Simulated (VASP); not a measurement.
Crystal: C.

```xyz
4
Lattice="2.4673 0.0000 0.0000 -1.2336 2.1367 0.0000 0.0000 0.0000 7.8031" Properties=species:S:1:pos:R:3 pbc="T T T"
C     0.0000    0.0000    1.9508
C     0.0000    0.0000    5.8523
C     0.0000    1.4245    1.9508
C     1.2336    0.7122    5.8523
```

* Program: VASP 6.6.1
* Task: relaxation of cell and atoms
* Functional: PBE
* Dispersion: D3(BJ)
* Potentials or basis: VASP PAW PBE potentials, release 64 (C)
* Cutoff: 520 eV
* k mesh: 21 × 21 × 6
* Occupations: gaussian, width 0.02 eV
* Spin: no spin polarisation

At the start: pressure -0.8 GPa; volume 10.28 Å³/atom.

Question: Where does the relaxation end?

Answer: Over 23 steps the energy falls by 13.2 meV/atom and the volume is 8.81 Å³/atom (-14.4 %); space group P6_3/mmc (No. 194, to 0.05 Å).

Step by step:
```csv
step,energy change (eV),largest force (eV/Å),pressure (GPa),volume (Å³)
1,0.0000,0.0000,-0.78,41.14
2,-0.0029,0.0000,-0.31,40.84
3,-0.0102,0.0000,1.13,39.96
4,-0.0182,0.0000,4.32,38.20
5,-0.0185,0.0000,4.30,38.18
6,-0.0196,0.0000,4.27,38.11
7,-0.0216,0.0000,4.19,37.98
8,-0.0256,0.0000,4.03,37.70
9,-0.0331,0.0000,3.73,37.15
10,-0.0449,0.0000,3.14,36.05
11,-0.0457,0.0000,2.28,33.83
12,-0.0503,0.0000,2.67,35.00
13,-0.0504,0.0000,2.59,34.79
14,-0.0520,0.0000,1.58,35.02
15,-0.0527,0.0000,-0.21,35.46
16,-0.0528,0.0000,0.16,35.37
17,-0.0528,0.0000,0.21,35.35
18,-0.0528,0.0000,0.20,35.34
19,-0.0528,0.0000,0.11,35.28
20,-0.0528,0.0000,-0.05,35.17
21,-0.0529,0.0000,0.03,35.23
22,-0.0529,0.0000,0.03,35.23
23,-0.0529,0.0000,0.00,35.23
```

Final structure:
```cif
data_structure
_symmetry_space_group_name_H-M 'P 1'
_symmetry_Int_Tables_number 1
_cell_length_a 2.4659
_cell_length_b 2.4659
_cell_length_c 6.6902
_cell_angle_alpha 90.000
_cell_angle_beta 90.000
_cell_angle_gamma 120.000
_cell_volume 35.23
loop_
_atom_site_label
_atom_site_type_symbol
_atom_site_fract_x
_atom_site_fract_y
_atom_site_fract_z
_atom_site_occupancy
C1 C 0.00000 0.00000 0.25000 1
C2 C 0.00000 0.00000 0.75000 1
C3 C 0.33333 0.66667 0.25000 1
C4 C 0.66667 0.33333 0.75000 1
```
